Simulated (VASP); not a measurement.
Output of a VASP run:

OUTCAR:
```
 ion  position               nearest neighbor table
   1  1.000  1.000  0.000-   2 2.54   2 2.54   4 2.54   3 2.54
   2  0.126  0.126  0.247-   6 2.52   7 2.52   1 2.54   1 2.54
   3  0.126  0.623  0.251-   6 2.53   6 2.53   8 2.53   1 2.54
   4  0.623  0.126  0.251-   7 2.53   7 2.53   8 2.53   1 2.54
   5  0.625  0.625  0.250-   6 2.53   7 2.53   8 2.53   8 2.53
   6  1.000  0.500  0.000-   2 2.52   3 2.53   3 2.53   5 2.53
   7  0.500  1.000  0.000-   2 2.52   4 2.53   4 2.53   5 2.53
   8  0.500  0.500  1.000-   3 2.53   4 2.53   5 2.53   5 2.53
  LATTYP: Found a base centered orthorhombic cell.
 ALAT       =     8.2613010570
 B/A-ratio  =     1.4137695972
 C/A-ratio  =     0.5003507568
 Subroutine PRICEL returns:
 Original cell was already a primitive cell.
 Subroutine GETGRP returns: Found  4 space group operations
The static configuration has the point symmetry C_2v.
The dynamic configuration has the point symmetry C_2v.
 Subroutine INISYM returns: Found  4 space group operations
 Subroutine IBZKPT returns following result:
 Found     16 irreducible k-points:

 Following reciprocal coordinates:
            Coordinates               Weight
  0.000000  0.000000  0.000000      1.000000
  0.333333  0.000000  0.000000      4.000000
  0.333333  0.333333  0.000000      2.000000
 -0.333333  0.333333  0.000000      2.000000
 -0.000000 -0.000000  0.166667      4.000000
  0.333333  0.000000  0.166667      4.000000
 -0.333333 -0.000000  0.166667      8.000000
 -0.333333 -0.333333  0.166667      2.000000
 -0.000000 -0.000000  0.333333      4.000000
  0.333333  0.000000  0.333333      8.000000
 -0.333333 -0.000000  0.333333      4.000000
  0.333333  0.333333  0.333333      2.000000
 -0.000000 -0.000000  0.500000      1.000000
  0.333333 -0.000000  0.500000      4.000000
  0.333333  0.333333  0.500000      2.000000
 -0.333333  0.333333  0.500000      2.000000
   k-points           NKPTS =     16   k-points in BZ     NKDIM =     16   number of bands    NBANDS=     43
   number of dos      NEDOS =    301   number of ions     NIONS =      8
   total plane-waves  NPLWV =  81648
   dimension x,y,z NGX =    54 NGY =   54 NGZ =   28
   dimension x,y,z NGXF=   108 NGYF=  108 NGZF=   56
   ions per type =               1   4   3
   PREC   = accura    normal or accurate (medium, high low for compatibility)
   ISTART =      0    job   : 0-new  1-cont  2-samecut
   ICHARG =      2    charge: 1-file 2-atom 10-const
   ISPIN  =      1    spin polarized calculation?
   LNONCOLLINEAR =      F non collinear calculations
   LSORBIT =      F    spin-orbit coupling
   INIWAV =      1    electr: 0-lowe 1-rand  2-diag
   ENCUT  =  400.0 eV  29.40 Ry    5.42 a.u.  13.47 13.47  6.74*2*pi/ulx,y,z
   NELM   =    100;   NELMIN=  2; NELMDL= -5     # of ELM steps
   EDIFF  = 0.1E-05   stopping-criterion for ELM
   LREAL  =      F    real-space projection
   NLSPLINE    = F    spline interpolate recip. space projectors
   LMAXMIX     =    6 max onsite mixed and CHGCAR
   VOSKOWN=      0    Vosko Wilk Nusair interpolation
   EDIFFG = -.2E-01   stopping-criterion for IOM
   NSW    =     60    number of steps for IOM
   NBLOCK =      1;   KBLOCK =     60    inner block; outer block
   IBRION =      2    ionic relax: 0-MD 1-quasi-New 2-CG
   NFREE  =      1    steps in history (QN), initial steepest desc. (CG)
   ISIF   =      3    stress and relaxation
   ISYM   =      2    0-nonsym 1-usesym 2-fastsym
   TEIN   =    0.0    initial temperature
   TEBEG  =    0.0;   TEEND  =   0.0 temperature during run
   SMASS  =  -3.00    Nose mass-parameter (am)
   PSTRESS=    0.0 pullay stress
   NELECT =      72.0000    total number of electrons
   EFERMI =   0.00;   METHOD = LEGACY
   ISMEAR =     0;   SIGMA  =   0.05  broadening in eV -4-tet -1-fermi 0-gaus
   IALGO  =     38    algorithm
   LDIAG  =      T    sub-space diagonalisation (order eigenvalues)
   IMIX   =      4    mixing-type and parameters
     AMIX     =   0.40;   BMIX     =  1.00
     AMIX_MAG =   1.60;   BMIX_MAG =  1.00
     AMIN     =   0.10
...
```

**OSZICAR**
```
       N       E                     dE             d eps       ncg     rms          rms(c)
DAV:   1     0.459675570181E+03    0.45968E+03   -0.30488E+04  1376   0.125E+03
DAV:   2     0.987909850952E+00   -0.45869E+03   -0.44935E+03  1561   0.342E+02
DAV:   3    -0.272237345978E+02   -0.28212E+02   -0.28082E+02  1591   0.847E+01
DAV:   4    -0.276070649392E+02   -0.38333E+00   -0.38279E+00  1618   0.967E+00
DAV:   5    -0.276140879996E+02   -0.70231E-02   -0.70210E-02  1583   0.128E+00    0.176E+01
DAV:   6    -0.257130405104E+02    0.19010E+01   -0.46426E+00  1783   0.191E+01    0.134E+01
DAV:   7    -0.257184276005E+02   -0.53871E-02   -0.21133E+00  1506   0.630E+00    0.549E+00
DAV:   8    -0.256884115322E+02    0.30016E-01   -0.41467E-01  1688   0.496E+00    0.960E-01
DAV:   9    -0.256826448606E+02    0.57667E-02   -0.57001E-02  1701   0.230E+00    0.267E-01
DAV:  10    -0.256827247336E+02   -0.79873E-04   -0.24729E-03  1504   0.256E-01    0.152E-01
DAV:  11    -0.256826933142E+02    0.31419E-04   -0.14982E-04  1602   0.648E-02    0.136E-01
DAV:  12    -0.256827613507E+02   -0.68036E-04   -0.93390E-05  1530   0.616E-02    0.750E-02
DAV:  13    -0.256827451431E+02    0.16208E-04   -0.24878E-04  1650   0.998E-02    0.368E-02
DAV:  14    -0.256827471712E+02   -0.20281E-05   -0.25868E-05  1541   0.282E-02    0.113E-02
DAV:  15    -0.256827472536E+02   -0.82426E-07   -0.14254E-06  1008   0.600E-03
   1 F= -.25682747E+02 E0= -.25682747E+02  d E =-.256827E+02
       N       E                     dE             d eps       ncg     rms          rms(c)
DAV:   1    -0.256847775782E+02   -0.20304E-02   -0.11326E-01  1450   0.206E+00    0.331E-01
DAV:   2    -0.256831673825E+02    0.16102E-02   -0.60096E-03  1517   0.656E-01    0.114E-01
DAV:   3    -0.256830057328E+02    0.16165E-03   -0.58791E-04  1614   0.159E-01    0.105E-01
DAV:   4    -0.256829924186E+02    0.13314E-04   -0.53503E-05  1501   0.469E-02    0.172E-02
DAV:   5    -0.256829888075E+02    0.36111E-05   -0.21933E-05  1631   0.425E-02    0.933E-03
DAV:   6    -0.256829897388E+02   -0.93122E-06   -0.26332E-06   956   0.838E-03
   2 F= -.25682990E+02 E0= -.25682990E+02  d E =-.242485E-03
       N       E                     dE             d eps       ncg     rms          rms(c)
DAV:   1    -0.256830732978E+02   -0.84490E-04   -0.46725E-03  1444   0.420E-01    0.670E-02
DAV:   2    -0.256830057360E+02    0.67562E-04   -0.24630E-04  1517   0.133E-01    0.228E-02
DAV:   3    -0.256829994668E+02    0.62692E-05   -0.24000E-05  1617   0.322E-02    0.213E-02
DAV:   4    -0.256830003732E+02   -0.90640E-06   -0.21111E-06  1038   0.938E-03
   3 F= -.25683000E+02 E0= -.25683000E+02  d E =-.253120E-03
```

### OUTCAR
```
------------------------ aborting loop because EDIFF is reached ----------------------------------------
  FORCE on cell =-STRESS in cart. coord.  units (eV):
  Direction    XX          YY          ZZ          XY          YZ          ZX
  --------------------------------------------------------------------------------------
  Total        0.0451457      0.0451457      0.0375801      0.0154596      0.0000000     -0.0000000
  in kB        0.3634401      0.3634401      0.3025345      0.1244557      0.0000000     -0.0000000
  external PRESSURE =       0.3431382 kB  Pullay stress =       0.0000000 kB
  volume of cell :      199.02
      direct lattice vectors                 reciprocal lattice vectors
     0.001024909  5.839860596  5.835644743    -0.085633511  0.085633511  0.085680336
     5.839860596  0.001024909  5.835644743     0.085633511 -0.085633511  0.085680336
     2.920442753  2.920442753 -0.000000000     0.171206917  0.171206917 -0.171360671
 POSITION                                       TOTAL-FORCE (eV/Angst)
 -----------------------------------------------------------------------------------
      5.84089      5.84089     11.66923        -0.000000     -0.000000     -0.011814
      1.46022      1.46022      1.47559         0.000000      0.000000      0.016685
      4.37136      1.46952      4.36742        -0.009931      0.009931     -0.007227
      1.46952      4.37136      4.36742         0.009931     -0.009931     -0.007227
      4.38066      4.38066      7.29435        -0.000000      0.000000     -0.004125
      5.84497      8.75724      8.75370         0.014027     -0.014027      0.000347
      8.75724      5.84497      8.75370        -0.014027      0.014027      0.000347
      5.84089      5.84089      5.83939         0.000000      0.000000      0.013012
 -----------------------------------------------------------------------------------
    total drift:                               -0.000007     -0.000007     -0.000211
  FREE ENERGIE OF THE ION-ELECTRON SYSTEM (eV)
  ---------------------------------------------------
  free  energy   TOTEN  =       -25.6830003732 eV

  energy  without entropy=      -25.6830003732  energy(sigma->0) =      -25.68300037

 reached required accuracy - stopping structural energy minimisation
```
(Selected blocks of OUTCAR.)

File POSCAR:
```
Cd3HgS4
1
    0.0020489887     5.8436709875     5.8397881338
    5.8436709875     0.0020489887     5.8397881338
    2.9228599881     2.9228599881     0.0000000000
Hg S Cd
1 4 3
Direct
  0.9998897216   0.9998897216   0.0002205568
  0.1263160289   0.1263160289   0.2473679422
  0.1256587578   0.6229455665   0.2513956758
  0.6229455665   0.1256587578   0.2513956758
  0.6250182143   0.6250182143   0.2499635714
  0.9995965030   0.5003856457   0.0000178512
  0.5003856457   0.9995965030   0.0000178512
  0.5001895622   0.5001895622   0.9996208757
```

Problem. Write an INCAR and KPOINTS that could have produced this output.

Solution. Several could match; the one computed here: the input of the run itself, PBEsol GGA, plane waves, VASP's PBE PAW potentials (set 64).

**KPOINTS**
```
Automatic mesh
0
Gamma
3 3 6
0 0 0
```

**INCAR**
```
SYSTEM=Cd3HgS4
PREC=Accurate; ENCUT=400; LREAL=F
LASPH=T
EDIFF=1E-6; NELM=100; ALGO=Normal
LMAXMIX=6
ISMEAR=0; SIGMA=0.05
GGA=PS
IBRION=2; NSW=60; ISIF=3
EDIFFG=-0.02
LWAVE=F; LCHARG=F
```

POTCAR, in this order: Hg S Cd (PBE.64 set). Program: vasp_std.

The structure was generated: Cd3HgS4 was put into an ordered model structure (Amm2), which need not be its known phase. This run relaxes it. Symmetry was kept, so distortions that lower it aren't found. The start is the result of an earlier pass.
